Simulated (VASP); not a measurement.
Write the native input for VASP 6.6.1 that does the following.

| Quantity | Value |
| --- | --- |
| Task | relaxation of cell and atoms |
| Functional | PBE |
| Potentials or basis | VASP PAW PBE potentials, release 64 (Mo_sv) |
| Cutoff | 520 eV |
| k mesh | 26 × 26 × 26 |
| Occupations | gaussian, width 0.1 eV |
| Spin | no spin polarisation |
| Target pressure | 22 GPa |
| Further INCAR settings | ALGO = Fast; EDIFF = 1e-07; IBRION = 2; EDIFFG = -0.002; NSW = 80; ISIF = 3 |
| Target pressure | 22 GPa |

The structure of Mo lies in POSCAR:

```
Mo
1.0
   -1.5734150000      1.5734150000      1.5734150000
    1.5734150000     -1.5734150000      1.5734150000
    1.5734150000      1.5734150000     -1.5734150000
Mo
1
Direct
    0.0000000000      0.0000000000      0.0000000000
```

One way to write it, as run:

INCAR

```
SYSTEM = Mo
ALGO = Fast
EDIFF = 1E-7
EDIFFG = -0.002
ENCUT = 520
GGA = PE
IBRION = 2
ISIF = 3
ISMEAR = 0
LASPH = .TRUE.
LCHARG = .FALSE.
LREAL = .FALSE.
LWAVE = .FALSE.
NELM = 100
NSW = 80
PREC = Accurate
PSTRESS = 220.0
SIGMA = 0.1
```

KPOINTS

```
k-points
0
G
  26 26 26
  0 0 0
```

Potentials or basis: VASP PAW PBE potentials, release 64 (Mo_sv).

The run is started by

```bash
$ cat potpaw_PBE.64/Mo_sv/POTCAR > POTCAR
$ mpirun -np 1 vasp_std > vasp.out
```

Results of the run:

```json
{
 "Relaxed volume": "14.71 Å³/atom",
 "Relaxed cell": "a = 2.673 Å, b = 2.673 Å, c = 2.673 Å, α = 109.47°, β = 109.47°, γ = 109.47°",
 "Space group after relaxing (to 0.05 Å)": "Im-3m (No. 229)",
 "Energy change on relaxing (the enthalpy is what falls)": "+68.8 meV/atom",
 "Ionic steps": "7",
 "Pressure after relaxing": "22.0 GPa",
 "Band gap on the k mesh": "none (metal or under the smearing width)"
}
```

Caveat: the cell is relaxed towards a set pressure, so the enthalpy falls and the energy may rise.

It took 3.1 min on 1 thread of Intel(R) Xeon(R) Platinum 8488C (Sapphire Rapids), with other jobs on the host, peak memory 0.22 GiB.
